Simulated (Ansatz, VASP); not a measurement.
**Cross-check of P (black phosphorene 4 layers, AB) between VASP and Ansatz**

Wanted: the spread between two codes on one cell, functional and k mesh. Of the first pair: The structure shown is the start of the Ansatz relaxation below; VASP solves that cell, so the two are compared at the walk's first step.

Calculated with Ansatz 0.2.0; plane waves, with VASP 6.6.1 beside it; single point at LDA.

## 1. The starting structure

The cell holds 16 atoms: 16 P. Cell: a = 4.620 Å, b = 3.300 Å, c = 60.920 Å, α = 90.0°, β = 90.0°, γ = 90.0°. Vacuum lies along c. The height across the vacuum is the one that the program set for its solve, not the one typed.

## 2. Ansatz: relaxation, LDA

Ansatz runs on its default PAW (the set named soft_2) files.

The two programs are compared at the cell with which this relaxation starts, whose forces are those of its first step.

input.yaml reads:

```yaml
crystal:
  lattice:
    - [4.62, 0.0, 0.0]
    - [0.0, 3.3, 0.0]
    - [0.0, 0.0, 36.56]
  atoms:
    - { symbol: P, position: [0.09, 0.0, 0.2461706783] }
    - { symbol: P, position: [0.41, 0.5, 0.2489059081] }
    - { symbol: P, position: [0.91, 0.0, 0.3074398249] }
    - { symbol: P, position: [0.59, 0.5, 0.3047045952] }
    - { symbol: P, position: [0.09, 0.5, 0.3949671772] }
    - { symbol: P, position: [0.41, 0.0, 0.397702407] }
    - { symbol: P, position: [0.91, 0.5, 0.4562363239] }
    - { symbol: P, position: [0.59, 0.0, 0.4535010941] }
    - { symbol: P, position: [0.09, 0.0, 0.5437636761] }
    - { symbol: P, position: [0.41, 0.5, 0.5464989059] }
    - { symbol: P, position: [0.91, 0.0, 0.6050328228] }
    - { symbol: P, position: [0.59, 0.5, 0.602297593] }
    - { symbol: P, position: [0.09, 0.5, 0.6925601751] }
    - { symbol: P, position: [0.41, 0.0, 0.6952954048] }
    - { symbol: P, position: [0.91, 0.5, 0.7538293217] }
    - { symbol: P, position: [0.59, 0.0, 0.7510940919] }
  periodic: [true, true, false]
kpoints:
  mp_grid: { grid: [8, 10, 1] }
hamiltonian:
  xc: lda
scf:
  occupations: { method: fermi_dirac, width: 0.05 }
  convergence: { dr2_threshold: 1.0e-09 }
relax:
  f_tol: 0.004
  max_steps: 90
  cell: {}
output:
  write_potential: true
  write_density: true
  volumetric_format: npy
```

Launch:

```sh
> ansatz run input.yaml --threads 4 --pin off --max-ram 6144MiB --backend cpu --events-out ev --progress --plain --runs-dir out
```

Numbers of over 12 decimals in the logs are rounded to 6 here.

Output:

```text
Warning: crystal.periodic: the lattice vector that does not repeat stood 0.000° off the slab's normal, 36.560 Å along it as the deck builds it. The run solves the slab on a vector along the normal, 60.920 Å long, with every atom where it was (on the deck's vector they left 18.00 Å outside them, and the widest stretch free of ions among them is 3.20 Å). A fractional position that the run reports is one of the run's ce [...]
Warning: relax.cell: scf.convergence.dr2_threshold = 1e-9 eV is looser than the 1.96156894094e-10 eV advised for a relaxation that steers and ends on the stress (1e-10 eV for each atom of the cell: 16, times the square of relax.cell.stress_2d_tol = 0.05 N/m over 28.6 Å (the atoms' height at the walk's start and 5 Å past either face), 1.751e-2 GPa, over a crystal's default 0.05). What an SCF threshold leaves in a stress goes as its square root, and in the free energy as the threshold itself, and one threshold admits the most on a small cell: [figures from the program's tests cut] Set scf.convergence.dr2_threshold to 1.96156894094e-10 eV or tighter. [rest of the remark cut]
[...]
basis re-selected at this cell: Δ(F+E_penalty+E_count) = +7.251e-5 eV, ΔP = -0.001 N/m vs the last step (what re-selecting the basis moved, of the pressure what is left beyond the Pulay correction that the steps carried, after the strain that the cell walked since its last selection, with what the two solves' SCF thresholds leave and, on support functions, any second-order correction that the steps lacked; it is no m [...]
WARN: The output density's exchange-correlation potential varies sharply where the density is thin. Do not read a vacuum level from v_tot or v_xc, or from such a field of the output density. On a cell that repeats whose density bears no net charge and no dipole along the vacuum's axis use v_es (v_loc + v_h of the components); under efield.dipole_correction with no amplitude use v_es + v_field, which holds any externa [...]
SCF converged after 3 iterations
Free energy (F): -11614.975664 eV
Harris-Foulkes:  -11614.975664 eV  (|F-HF|=1.05e-9)
Internal energy: -11614.968180 eV  (E = F + TS)
E sigma→0 (E₀):  -11614.971922 eV
Entropy (-TS):   -0.007484 eV (-0.468 meV/atom)
Fermi energy:    -4.670676 eV
--- Per-component energies (eV) ---
  E_band       = -915.503314
  E_kinetic    = 1134.162868
  E_local      = -360096.218860  (includes V_loc(G=0)·N_el)
  E_nonlocal   = 564.693245
  E_hartree    = 179295.413868
  E_xc         = -980.314676
  E_vxc        = -976.077413  (∫ρ·V_xc dr)
  E_paw        = -8640.751615  (= ΣΔE_a)
  E_vpaw       = -132.896003  (= ΣTr[D̂ρ^β])
  E_aug_tail   = 0.000050  (compensation charges beyond the density's cutoff)
  E_ewald      = 177106.169316
  E_core_change = 1.877624  (= ΣΔE_core)
  E_smearing   = -0.007484  (= −TS)
  E_closure    = -0.000000  (closes the sum)
  Σ components = -11614.975664   (vs F -11614.975664, Δ=0.00e0)
--- Forces (eV/Å), atoms counted from 1 ---
  atom   1  P     -0.00010093    -0.00000000    -0.00020180
  atom   2  P      0.00015613     0.00000000    -0.00019357
  atom   3  P     -0.00060269     0.00000000     0.00053751
  atom   4  P      0.00068741    -0.00000000     0.00047200
  atom   5  P      0.00055458    -0.00000000    -0.00033565
  atom   6  P     -0.00057414     0.00000000    -0.00026201
  atom   7  P     -0.00023985     0.00000000     0.00016958
  atom   8  P      0.00028912    -0.00000000     0.00009957
  atom   9  P      0.00023985    -0.00000000    -0.00016958
  atom  10  P     -0.00028912     0.00000000    -0.00009957
  atom  11  P     -0.00055458     0.00000000     0.00033565
  atom  12  P      0.00057414    -0.00000000     0.00026201
  atom  13  P      0.00060269    -0.00000000    -0.00053751
  atom  14  P     -0.00068741     0.00000000    -0.00047200
  atom  15  P      0.00010093     0.00000000     0.00020180
  atom  16  P     -0.00015613    -0.00000000     0.00019357
  max |Σ_I F_I| component: 2.71e-20 eV/Å
--- 2D stress c σ (N/m, compression-positive) ---
       -0.003270      -0.000000       0.000000
       -0.000000      -0.002244       0.000000
        0.000000       0.000000      -0.000000
  P = ½ c Tr σ = -0.0028 N/m
--- Band table (eV; the first three rows and the last of 30) ---
  k-point 0: bands = ["-20.7261", "-20.6227", "-20.4995", "-20.4240", "-18.1967", "-17.9268", "-17.6339", "-17.4538", "-13.8293", "-13.7669", "-13.6989", "-13.6686", "-11.9266", "-11.5736", "-11.1313", "-10.6745", "-10.2714", "-9.8997", "-9.8374", "-9.7708", "-9.7146", "-9.5359", "-9.1703", "-8.9924", "-8.9383", "-8.9075", "-8.8078", "-8.7499", "-7.6567", "-7.5839", "-7.3054", "-7.2586", "-7.0956", "-6.9313", "-6.8454", "-6.8324", "-5.8672", "-5.3210", "-4.9035", "-4.6953", "-4.2496", "-4.2297", "-4.1199", "-3.9589", "-3.7295", "-3.6898", "-3.6698", "-3.5468", "-2.7030", "-2.4698", "-2.2993", "-2.2426", "-1.4968", "-1.4017", "-1.2915", "-1.2400"]
  k-point 1: bands = ["-20.6048", "-20.5018", "-20.3790", "-20.3039", "-18.0716", "-17.8024", "-17.5100", "-17.3302", "-13.9391", "-13.8893", "-13.8353", "-13.8176", "-11.8186", "-11.4666", "-11.0262", "-10.5766", "-10.1609", "-9.9517", "-9.7958", "-9.7950", "-9.6655", "-9.6119", "-9.6055", "-9.5188", "-9.3998", "-9.3402", "-9.2493", "-9.2357", "-7.5866", "-7.5815", "-7.5785", "-7.5011", "-7.4738", "-7.4559", "-7.2207", "-6.7477", "-5.7452", "-5.2535", "-4.7913", "-4.7544", "-4.4524", "-4.1500", "-3.6046", "-3.5703", "-3.1435", "-3.0176", "-2.8241", "-2.6675", "-2.2565", "-2.1110", "-1.9519", "-1.8762", "-1.8333", "-1.6499", "-1.5091", "-1.4565"]
  k-point 2: bands = ["-20.2426", "-20.1407", "-20.0195", "-19.9457", "-17.6975", "-17.4300", "-17.1392", "-16.9606", "-14.4018", "-14.3957", "-14.3541", "-14.3541", "-11.5009", "-11.1529", "-10.8208", "-10.7375", "-10.7198", "-10.5853", "-10.5070", "-10.2954", "-10.1243", "-10.0505", "-10.0238", "-9.9941", "-9.8347", "-9.4913", "-9.3579", "-9.3123", "-8.2293", "-8.0487", "-7.7490", "-7.5016", "-7.3837", "-7.2895", "-7.0020", "-6.5340", "-5.7377", "-5.4347", "-5.2115", "-5.1559", "-4.4666", "-3.9586", "-3.6507", "-3.4729", "-3.4296", "-3.1113", "-2.9529", "-2.9403", "-1.6645", "-1.4744", "-1.4275", "-1.3614", "-1.1329", "-1.0490", "-0.9807", "-0.8611"]
  k-point 29: bands = ["-17.0940", "-17.0940", "-17.0938", "-17.0938", "-17.0451", "-17.0451", "-17.0451", "-17.0451", "-15.0513", "-15.0513", "-15.0511", "-15.0511", "-14.9656", "-14.9656", "-14.9656", "-14.9656", "-10.9057", "-10.9057", "-10.9055", "-10.9055", "-10.6232", "-10.6232", "-10.6231", "-10.6231", "-10.2510", "-10.2510", "-10.2509", "-10.2509", "-9.9895", "-9.9895", "-9.9894", "-9.9894", "-7.0123", "-7.0123", "-7.0120", "-7.0120", "-6.7287", "-6.7287", "-6.7280", "-6.7280", "-2.9645", "-2.9645", "-2.9632", "-2.9632", "-2.5383", "-2.5383", "-2.5375", "-2.5375", "-0.0778", "-0.0778", "-0.0774", "-0.0774", "-0.0014", "-0.0014", "-0.0011", "-0.0011"]
  the weakly bound empty levels are not read free of the cell's end (no_gap_told)
--- Relaxed structure (10 steps of the walk, 10 accepted, 2 SCFs on fresh bases) ---
  F+E_penalty+E_count = -11614.97566424 eV   max|allowed force component| = 6.874e-4 eV/Å   (the final SCF, on the basis selected at the relaxed cell)
  cell:  # Å, volume = 838.7853 Å³
    - [4.173209, 0, 0]
    - [0, 3.299292, 0]
    - [0, 0, 60.920000]
  atoms:
    - { symbol: P, position: [0.073810, -2.01898846227736e-17, 0.157586] }
    - { symbol: P, position: [0.425612, 0.500000, 0.157585] }
    - { symbol: P, position: [0.926996, -1.7177164482536522e-17, 0.192885] }
    - { symbol: P, position: [0.572431, 0.500000, 0.192884] }
    - { symbol: P, position: [0.072746, 0.500000, 0.240620] }
    - { symbol: P, position: [0.427030, -3.988653705016432e-18, 0.240620] }
    - { symbol: P, position: [0.927185, 0.500000, 0.276098] }
    - { symbol: P, position: [0.572602, -8.070840697093162e-18, 0.276098] }
    - { symbol: P, position: [0.072815, 4.706953474552371e-18, 0.324033] }
    - { symbol: P, position: [0.427398, 0.500000, 0.324033] }
    - { symbol: P, position: [0.927254, 7.353511239097939e-18, 0.359511] }
    - { symbol: P, position: [0.572970, 0.500000, 0.359512] }
    - { symbol: P, position: [0.073004, 0.500000, 0.407246] }
    - { symbol: P, position: [0.427569, 2.053983683087882e-17, 0.407247] }
    - { symbol: P, position: [0.926190, 0.500000, 0.442546] }
    - { symbol: P, position: [0.574388, 1.682387799176735e-17, 0.442546] }
```

(Continued in part 2 of 3.)

[Lines on the potential files, build, host, timing and source positions are cut from VASP's logs without a mark.]

[Logs are printed without paths, hosts, clocks, repeated set-up lines and the standing remarks that a program may print on its own settings, such as how far it seeks lower states.]

[Hosts, paths, dates, database ids (printed as entryN), source tags and the programs' standing remarks are cut or masked in the printed files.]
